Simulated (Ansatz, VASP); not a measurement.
# Cross-check of ReS2 between VASP and Ansatz

One calculation is typed for both programs; each brings its own data sets. How far apart do they land? Of the first pair: The structure shown is the end of the Ansatz relaxation below.

Program: Ansatz 0.2.0. Level of theory: plane waves, with VASP 6.6.1 beside it; single point at PBEsol. Results are calculated unless marked as measured.

### 1. The starting structure

The cell holds 3 atoms: 1 Re and 2 S. Its edges and angles: a = 3.001 Å, b = 3.001 Å, c = 30.000 Å, α = 90.0°, β = 90.0°, γ = 120.0°. Vacuum lies along c.

### 2. Ansatz: relaxation, PBEsol

Ansatz runs on its default PAW (the set named soft_2) files.

This run makes the geometry at which the two programs are then compared.

The input, input.yaml:

```yaml
crystal:
  lattice:
    - [3.0030094821, 0.0, 0.0]
    - [-1.5015047411, 2.6006824993, 0.0]
    - [0.0, 0.0, 30.0]
  atoms:
    - { symbol: Re, position: [0.3333333333, 0.6666666667, 0.3333333333] }
    - { symbol: S, position: [0.6666666667, 0.3333333333, 0.3888455974] }
    - { symbol: S, position: [0.6666666667, 0.3333333333, 0.2778210693] }
  periodic: [true, true, false]
kpoints:
  mp_grid: { grid: [18, 18, 1] }
hamiltonian:
  xc: pbesol
scf:
  occupations: { method: methfessel_paxton, width: 0.15 }
output:
  forces: true
  stress: true
  eigenvalues: true
  write_density: true
  write_potential: true
  elf: true
  volumetric_format: npy
relax:
  adjacent_minimum: "off"
  f_tol: 0.001
  max_steps: 60
  cell: { stress_2d_tol: 0.002 }
```

The run is started by

```sh
ansatz run input.yaml --threads 8 --pin off --max-ram 14336MiB --backend cpu --events-out ev --progress --plain --runs-dir out
```

Numbers of over 12 decimals in the logs are rounded to 6 here.

Output:

```text
Engine: ansatz 0.2.0, aarch64-unknown-linux-gnu
Pseudopotentials: kind: paw
Pseudopotential: Re, paw, valence charge 15, recommended cutoff 420 eV (normal), Re.paw.azcp
Pseudopotential: S, paw, valence charge 6, recommended cutoff 420 eV (normal), S.paw.azcp
Functional definition: PBEsol
  exchange = pbesol_x
  correlation = pbesol_c
Crystal: 3 atoms, lattice volume = 234.296 Å³
Basis set: ecut = 420 eV, 4409 PW (Γ), exchange–correlation on 48×48×432 points (8 copies of the dense FFT grid, shifted against one another)
Bands: 18, of which v1, the nominal top of the filled ones, is band 14 counted from 1 (13 counted from 0)
Symmetry: 12 space group operations
Space group: P-6m2 (ITA 187), of the structure as read, at distance tolerance 6.2e-5 Å
k-points: 37 of 324 (time reversal used)
Non-local potential: Re, projectors of the file, l = 0: 3, l = 1: 2, l = 2: 2, l = 3: 1
Non-local potential: S, projectors of the file, l = 0: 2, l = 1: 2, l = 2: 2
PAW form: soft (Blöchl's): semilocal exchange-correlation on the pseudo side does not see the compensation charge
PAW frozen core: Re, regenerated for the run's functional, and the local potential with it (the file was generated under x = pbe(κ = 0.804, μ = 0.219515), c = pbe(β = 0.066725))
PAW frozen core: S, regenerated for the run's functional, and the local potential with it (the file was generated under x = pbe(κ = 0.804, μ = 0.219515), c = pbe(β = 0.066725))
PAW one-centre angular grid: Re, 590 points (default); XC on 64 Gauss nodes
PAW one-centre angular grid: S, 110 points (default); XC on 64 Gauss nodes
Initial density: superposition of atomic densities (neutral atoms: chi_scale 0, normalization atom), corrected by the library's trained network
Initial wavefunctions: pseudopotential atomic-orbital guess
Functional: x = pbesol(κ = 0.804, μ = 0.123457), c = pbesol(β = 0.046)
SCF iter   1: F=—  HF=-12507.991485 eV  |F-HF|=—  |Δ(HF+E_count)|=         —  Δρ=4.42e-3  dr2=5.26e-2  ethr=1.77e-3  ⟨swp⟩=14.1  Hψ=6626  notcnv=0
preconditioner: auto → LDOS  [metal: Δε(μ)=0.058 eV  Ē_g=8.961 eV  σ=0.150 eV  W_gap=0.31  n_scr=18 (ndim 8)  ℏωp=10.6 eV  f_vac=0.754  D(μ)=1.55/eV (n_scr^D=10)  β→1.0]
SCF iter   2: F=—  HF=-12507.991366 eV  |F-HF|=—  |Δ(HF+E_count)|=   1.19e-4  S|Δr|=    0.00e0  Δρ=1.80e-3  dr2=1.14e-2  ethr=1.95e-4  ⟨swp⟩=3.4  Hψ=1932  notcnv=0  defer=2
SCF iter   3: F=—  HF=-12507.989310 eV  |F-HF|=—  |Δ(HF+E_count)|=   2.06e-3  S|Δr|=    0.00e0  Δρ=4.50e-4  dr2=9.56e-4  ethr=4.22e-5  ⟨swp⟩=3.5  Hψ=1444  notcnv=0  defer=2
SCF iter   4: F=—  HF=-12507.989181 eV  |F-HF|=—  |Δ(HF+E_count)|=   1.29e-4  S|Δr|=    0.00e0  Δρ=9.96e-5  dr2=5.72e-5  ethr=3.54e-6  ⟨swp⟩=3.7  Hψ=1487  notcnv=0  defer=2
SCF iter   5: F=—  HF=-12507.989336 eV  |F-HF|=—  |Δ(HF+E_count)|=   1.55e-4  S|Δr|=    0.00e0  Δρ=2.76e-5  dr2=3.46e-6  ethr=2.12e-7  ⟨swp⟩=3.2  Hψ=1351  notcnv=0  defer=2
SCF iter   6: F=—  HF=-12507.989337 eV  |F-HF|=—  |Δ(HF+E_count)|=   1.17e-6  S|Δr|=    0.00e0  Δρ=6.78e-6  dr2=2.46e-7  ethr=1.28e-8  ⟨swp⟩=3.5  Hψ=1518  notcnv=0  defer=2
SCF iter   7: F=-12507.989337 eV  HF=-12507.989337 eV  |F-HF|=5.15e-8  |Δ(HF+E_count)|=   8.22e-8  S|Δr|=    0.00e0  Δρ=1.69e-6  dr2=4.71e-9  ethr=3.70e-10  ⟨swp⟩=23.1  Hψ=8877  notcnv=0
SCF 1 converged in 7 iterations: F = -12507.989337 eV  dr2 = 4.71e-9
  greatest PAW one-centre occupation: 0.999 electrons in one spin orbital (limit 2), on the Re atom at site 0 (counted from 0), in its partial waves of l = 0
relax step   1: F+E_penalty+E_count = -12507.98933690 eV  Δ(F+E_penalty+E_count) = +0.000e0 eV  max|allowed force component| = 6.610e-3 eV/Å  Δτ_max = 0.0000 Å  P = -0.098 N/m  Ω = 234.296 Å³  fix = [c, alpha, beta]  reactions: c -0.000 N/m  (7 SCF iters, dr2 threshold 1.00e-7 eV, accepted)
[...]
relax step   2: F+E_penalty+E_count = -12507.98941097 eV  Δ(F+E_penalty+E_count) = -7.407e-5 eV  max|allowed force component| = 7.586e-4 eV/Å  Δτ_max = 0.0017 Å  P = +0.003 N/m  Ω = 233.901 Å³  energy of the carried Pulay correction = +2.438e-5 eV  fix = [c, alpha, beta]  reactions: c +0.000 N/m  (4 SCF iters, dr2 threshold 1.36e-8 eV, accepted)
[...]
relax step   3: F+E_penalty+E_count = -12507.98941001 eV  Δ(F+E_penalty+E_count) = +9.558e-7 eV  max|allowed force component| = 9.982e-5 eV/Å  Δτ_max = 0.0001 Å  P = +0.000 N/m  Ω = 233.918 Å³  energy of the carried Pulay correction = +2.328e-5 eV  fix = [c, alpha, beta]  reactions: c +0.000 N/m  (4 SCF iters, dr2 threshold 1.59e-11 eV, accepted)
[...]
relax step   4: F+E_penalty+E_count = -12507.98938563 eV  Δ(F+E_penalty+E_count) = +2.438e-5 eV  max|allowed force component| = 1.088e-4 eV/Å  Δτ_max = 0.0000 Å  P = +0.000 N/m  Ω = 233.918 Å³  fix = [c, alpha, beta]  reactions: c +0.000 N/m  stress off target by 2.07e-4 N/m on what of the cell is left free  SCF on the basis re-selected at this cell (its energy is not comparable with the rows above)  (7 SCF iters)
basis re-selected at this cell: Δ(F+E_penalty+E_count) = +2.438e-5 eV, ΔP = -0.000 N/m vs the last step (what re-selecting the basis moved, of the pressure what is left beyond the Pulay correction that the steps carried, after the strain that the cell walked since its last selection, with what the two solves' SCF thresholds leave and, on support functions, any second-order correction that the steps lacked; it is no m [...]
SCF converged after 7 iterations
Stability not checked: this state was not tested for a lower state beside it, because cold or Methfessel-Paxton smearing, or corrected tetrahedra, fill the levels in a way that the test cannot read (fill_not_monotonic; see scf.lower_state_search)
Free energy (F): -12507.989386 eV
Harris-Foulkes:  -12507.989386 eV  (|F-HF|=6.37e-11)
Internal energy: -12507.988973 eV  (E = F + TS)
E sigma→0 (E₀):  -12507.989282 eV
Entropy (-TS):   -0.000413 eV (-0.138 meV/atom)
Fermi energy:    -4.360407 eV
--- Per-component energies (eV) ---
  E_band       = -674.972443
  E_kinetic    = 756.113574
  E_local      = -52856.917380  (includes V_loc(G=0)·N_el)
  E_nonlocal   = 109.319506
  E_hartree    = 25975.370629
  E_xc         = -593.686110
  E_vxc        = -479.106132  (∫ρ·V_xc dr)
  E_paw        = -9699.219113  (= ΣΔE_a)
  E_vpaw       = -155.123183  (= ΣTr[D̂ρ^β])
  E_aug_tail   = -0.000076  (compensation charges beyond the density's cutoff)
  E_ewald      = 23800.672836
  E_core_change = 0.357160  (= ΣΔE_core)
  E_smearing   = -0.000413  (= −TS)
  E_closure    = -0.000000  (closes the sum)
  Σ components = -12507.989386   (vs F -12507.989386, Δ=0.00e0)
--- Forces (eV/Å), atoms counted from 1 ---
  atom   1  Re    -0.00000000     0.00000000    -0.00000000
  atom   2  S      0.00000000    -0.00000000     0.00010883
  atom   3  S      0.00000000    -0.00000000    -0.00010883
  max |Σ_I F_I| component: 1.39e-17 eV/Å
--- 2D stress c σ (N/m, compression-positive) ---
        0.000207       0.000000      -0.000000
        0.000000       0.000207      -0.000000
       -0.000000      -0.000000       0.000000
  P = ½ c Tr σ = 0.0002 N/m
--- Band table (eV; the first three rows and the last of 37) ---
  k-point 0: bands = [... 10 lower, -7.5388, -7.4779, -7.4779, -3.1014, -3.1014, -3.0613, -3.0613, -0.7059]
  k-point 1: bands = [... 10 lower, -7.5697, -7.5307, -7.4414, -3.2911, -3.2198, -3.1311, -3.0197, -0.5961]
  k-point 2: bands = [... 10 lower, -7.8126, -7.5255, -7.4268, -3.8093, -3.4471, -3.3147, -2.8120, -0.3525]
  k-point 36: bands = [... 10 lower, -9.7957, -9.0486, -6.6712, -4.3032, -3.9987, -2.8185, -0.8981, -0.0943]
--- Relaxed structure (3 steps of the walk, 3 accepted, 1 SCFs on fresh bases) ---
  F+E_penalty+E_count = -12507.98938563 eV   max|allowed force component| = 1.088e-4 eV/Å   (the final SCF, on the basis selected at the relaxed cell)
  cell:  # Å, volume = 233.9184 Å³
    - [3.000587, 2.884416100246509e-11, 0]
    - [-1.500294, 2.598585, 0]
    - [0, 0, 30.0]
  atoms:
    - { symbol: Re, position: [0.333333, 0.666667, 0.333333] }
    - { symbol: S, position: [0.666667, 0.333333, 0.388899] }
    - { symbol: S, position: [0.666667, 0.333333, 0.277768] }
```

Reading the cycles: dr2 is the Hartree energy of the density residual (eV), the measure of convergence; HF is the Harris–Foulkes estimate of the energy, which meets the free energy F at convergence.

### 3. VASP: single point, PBEsol, relaxed cell, pair 1

The same cell, functional, mesh and smearing now go to VASP, with its own data sets.

Lines of VASP's logs that name or quote its potential files are left out, and so is its time.

The input, INCAR:

```
SYSTEM = ReS2
PREC = Accurate
ENCUT = 520
EDIFF = 1E-06
NELM = 120
ISMEAR = 1
SIGMA = 0.15
LREAL = .FALSE.
ALGO = Normal
GGA = PS
NBANDS = 15
LASPH = .TRUE.
LORBIT = 11
LWAVE = .FALSE.
LCHARG = .FALSE.
ISIF = 2
LDIPOL = .TRUE.
IDIPOL = 3
DIPOL = 0.5 0.5 0.333
LVHAR = .TRUE.
GGA_COMPAT = .FALSE.
NELMDL = -8
KPAR = 2
```

The input, POSCAR:

```
ReS2
1.0
    3.0005873966      0.0000000000      0.0000000000
   -1.5002936983      2.5985849117      0.0000000000
    0.0000000000      0.0000000000     30.0000000000
Re S
1 2
Direct
    0.3333333333      0.6666666667      0.3333333333
    0.6666666667      0.3333333333      0.3888986507
    0.6666666667      0.3333333333      0.2777680160
```

The input, KPOINTS:

```
Automatic mesh
0
Gamma
18 18 1
0 0 0
```

The projector-augmented-wave data sets are Re and S (PBE family, release 64).

The run is started by

```sh
mpirun -np 2 vasp_std
```

Output:

```text
[banner, memory and clock lines left out]
running    2 mpi-ranks, on    1 nodes
 distrk:  each k-point on    1 cores,    2 groups
 distr:  one band on    1 cores,    1 groups

 POSCAR found type information on POSCAR ReS
 POSCAR found :  2 types and       3 ions
|                                                                             |
|               ----> ADVICE to this user running VASP <----                  |
|                                                                             |
|     You enforced a specific xc type in the INCAR file but a different       |
|     [... a line on the potential file left out ...]
|     I HOPE YOU KNOW WHAT YOU ARE DOING!                                     |
|                                                                             |

 LDA part: xc-table for (Slater+PW92), standard interpolation
 POSCAR, INCAR and KPOINTS ok, starting setup
 FFT: planning ... GRIDC
 FFT: planning ... GRID_SOFT
 FFT: planning ... GRID
 WAVECAR not read
 entering main loop
       N       E                     dE             d eps       ncg     rms          rms(c)
DAV:   1     0.117687393142E+03    0.11769E+03   -0.64463E+03  1672   0.914E+02
DAV:   2    -0.122276168234E+02   -0.12992E+03   -0.12071E+03  1979   0.191E+02
DAV:   3    -0.239753116067E+02   -0.11748E+02   -0.11490E+02  1874   0.712E+01
DAV:   4    -0.242989053964E+02   -0.32359E+00   -0.31595E+00  1770   0.125E+01
DAV:   5    -0.243180424130E+02   -0.19137E-01   -0.18724E-01  1715   0.294E+00
DAV:   6    -0.243190318981E+02   -0.98949E-03   -0.99185E-03  1706   0.686E-01
DAV:   7    -0.243191837123E+02   -0.15181E-03   -0.15179E-03  1768   0.147E-01
DAV:   8    -0.243191858584E+02   -0.21461E-05   -0.21455E-05  1373   0.216E-02    0.384E+01
DAV:   9    -0.234266520083E+02    0.89253E+00   -0.49574E+00  1932   0.617E+01    0.135E+01
DAV:  10    -0.234951180805E+02   -0.68466E-01   -0.49698E+00  1880   0.517E+01    0.113E+01
DAV:  11    -0.230270052126E+02    0.46811E+00   -0.10263E+00  1804   0.289E+01    0.118E+00
DAV:  12    -0.230353319478E+02   -0.83267E-02   -0.11254E-01  2024   0.461E+00    0.836E-01
DAV:  13    -0.230300043383E+02    0.53276E-02   -0.15962E-02  1827   0.310E+00    0.197E-01
DAV:  14    -0.230299469625E+02    0.57376E-04   -0.11556E-03  1821   0.272E-01    0.726E-02
[...]
DAV:  19    -0.230299171453E+02   -0.28511E-04   -0.58972E-06  1355   0.137E-02    0.355E-03
DAV:  20    -0.230299317868E+02   -0.14641E-04   -0.15440E-06  1145   0.769E-03    0.172E-03
DAV:  21    -0.230299405844E+02   -0.87976E-05   -0.31331E-07  1164   0.703E-03    0.304E-03
DAV:  22    -0.230299486352E+02   -0.80508E-05   -0.15574E-07  1094   0.643E-03    0.254E-03
DAV:  23    -0.230299556065E+02   -0.69713E-05   -0.35986E-07  1087   0.581E-03    0.160E-03
DAV:  24    -0.230299567566E+02   -0.11500E-05   -0.49389E-08  1192   0.345E-03    0.166E-03
DAV:  25    -0.230299582731E+02   -0.15165E-05   -0.36833E-08  1108   0.560E-03    0.102E-03
DAV:  26    -0.230299590574E+02   -0.78426E-06   -0.36398E-08  1122   0.226E-03
   1 F= -.23029959E+02 E0= -.23029870E+02  d E =-.266131E-03
```

OUTCAR, selected parts (step 3):

```text
ion  position               nearest neighbor table
   1  0.333  0.667  0.333-   3 2.40   3 2.40   3 2.40   2 2.40   2 2.40   2 2.40
   2  0.667  0.333  0.389-   1 2.40   1 2.40   1 2.40
   3  0.667  0.333  0.278-   1 2.40   1 2.40   1 2.40

  LATTYP: Found a hexagonal cell.
 ALAT       =     3.0005873966
 C/A-ratio  =     9.9980423946

 Subroutine GETGRP returns: Found 12 space group operations
 (whereof  6 operations were pure point group operations)

The static configuration has the point symmetry C_3v.
 The point group associated with its full space group is D_3h.

 Found     37 irreducible k-points:

   k-points           NKPTS =     37   k-points in BZ     NKDIM =     37   number of bands    NBANDS=     15

   dimension x,y,z NGX =    24 NGY =   24 NGZ =  224
   dimension x,y,z NGXF=    48 NGYF=   48 NGZF=  448

   ENCUT  =  520.0 eV  38.22 Ry    6.18 a.u.   5.58  5.58 55.78*2*pi/ulx,y,z

   NELECT =      19.0000    total number of electrons

 k-points in reciprocal lattice and weights: Automatic mesh
   0.00000000  0.00000000  0.00000000       0.003
   0.05555556 -0.00000000  0.00000000       0.019
   0.11111111 -0.00000000  0.00000000       0.019
   0.16666667 -0.00000000  0.00000000       0.019
   0.22222222 -0.00000000  0.00000000       0.019
   0.27777778 -0.00000000  0.00000000       0.019
   0.33333333 -0.00000000  0.00000000       0.019
   0.38888889 -0.00000000  0.00000000       0.019
   0.44444444 -0.00000000  0.00000000       0.019
[...]
0.33333333  0.27777778  0.00000000       0.037
   0.33333333  0.33333333  0.00000000       0.006

 dipolmoment           0.000000      0.000000      0.000003 electrons x Angstroem

 average (electrostatic) potential at core
       1 -50.3691       2 -94.9748       3 -94.9748

 E-fermi :  -1.7167

 k-point     1 :       0.0000    0.0000    0.0000
  band No.  band energies     occupation
    ...
      5      -6.1824      2.00000
      6      -6.1824      2.00000
      7      -4.9121      2.00000
      8      -4.8338      2.00000
      9      -4.8338      2.00000
     10      -0.4454     -0.00000
     11      -0.4454     -0.00000
     12      -0.4159     -0.00000
     13      -0.4159     -0.00000
     14       1.9228      0.00000
    ...

 k-point     2 :       0.0556   -0.0000    0.0000
  band No.  band energies     occupation
    ...
      5      -6.3223      2.00000
      6      -6.1155      2.00000
      7      -4.9254      2.00000
      8      -4.9042      2.00000
      9      -4.7988      2.00000
     10      -0.6446     -0.00000
     11      -0.5651     -0.00000
     12      -0.4852     -0.00000
     13      -0.3654     -0.00000
     14       2.0287      0.00000
    ...

 k-point     3 :       0.1111   -0.0000    0.0000
  band No.  band energies     occupation
    ...
      5      -6.6874      2.00000
      6      -5.9206      2.00000
      7      -5.1682      2.00000
      8      -4.8992      2.00000
      9      -4.7873      2.00000
     10      -1.1611     -0.00000
     11      -0.7956     -0.00000
     12      -0.6677     -0.00000
     13      -0.1625     -0.00000
     14       2.2698      0.00000
    ...

  Total        0.2075003      0.2075003      0.2348300      0.0000000      0.0000000      0.0000000
  in kB        1.4212314      1.4212314      1.6084212      0.0000000      0.0000000      0.0000000
  external PRESSURE =       1.4836280 kB  Pullay stress =       0.0000000 kB

  energy-cutoff  :      520.00
  volume of cell :      233.92
      direct lattice vectors                 reciprocal lattice vectors
     3.000587397  0.000000000  0.000000000     0.333268080  0.192412416  0.000000000
    -1.500293698  2.598584912  0.000000000     0.000000000  0.384824831  0.000000000
     0.000000000  0.000000000 30.000000000     0.000000000  0.000000000  0.033333333

 POSITION                                       TOTAL-FORCE (eV/Angst)
 -----------------------------------------------------------------------------------
     -0.00000      1.73239     10.00000         0.000000     -0.000000      0.000000
      1.50029      0.86619     11.66696        -0.000000      0.000000      0.079647
      1.50029      0.86619      8.33304        -0.000000      0.000000     -0.079647
 -----------------------------------------------------------------------------------
    total drift:                               -0.000000      0.000000      0.000037

  FREE ENERGIE OF THE ION-ELECTRON SYSTEM (eV)
  ---------------------------------------------------
  free  energy   TOTEN  =       -23.0299590574 eV

  energy  without entropy=      -23.0296929259  energy(sigma->0) =      -23.02987035

 vacuum level on the upper side and lower side of the slab         2.616         2.616

 total charge
# of ion       s       p       d       tot
------------------------------------------
    1        0.518   0.656   4.924   6.098
    2        1.369   2.279   0.000   3.648
    3        1.369   2.279   0.000   3.648
--------------------------------------------------
tot          3.256   5.214   4.924  13.394

[... 3 further parts left out ...]
```

This run has no spin polarisation, so a moment on Re, if there is one, isn't seen. Its electron count is odd, so without a moment it is a metal by construction. The data set Re keeps the semicore shell frozen, which is cheaper and a little less accurate.

### 4. Side by side

Known differences besides the potentials themselves: Ansatz cuts the interaction across the vacuum, VASP repeats the sheet with a dipole correction; the data sets hold 27 valence electrons in Ansatz (on its default PAW (the set named soft_2) files) and 19 in VASP; the cutoff is 420 eV in Ansatz and 520 eV in VASP; Ansatz makes its cores anew for this functional, VASP keeps those of its PBE data sets. Total energies have different zeros and are not compared.

Forces (eV/Å; atoms numbered as in POSCAR):

```
atom       Ansatz x, y, z          VASP x, y, z
 Re1  0.000, 0.000, 0.000   0.000, 0.000, 0.000
  S2  0.000, 0.000, 0.000   0.000, 0.000, 0.080
  S3  0.000, 0.000, 0.000  0.000, 0.000, -0.080
```

The forces differ by 37 meV/Å r.m.s., where the r.m.s. force is 0.000 eV/Å in Ansatz and 0.038 eV/Å in VASP: the atoms lie near their places of rest in Ansatz, so a percentage would say little (all taken over all components). With vacuum in the cell, a pressure given here is an average over mostly empty space and none of the material.

(Continued in part 2 of 2.)

[Lines on the potential files, build, host, timing and source positions are cut from VASP's logs without a mark.]

[Logs are printed without paths, hosts, clocks, repeated set-up lines and the standing remarks that a program may print on its own settings, such as how far it seeks lower states.]

[Hosts, paths, dates, database ids (printed as entryN), source tags and the programs' standing remarks are cut or masked in the printed files.]
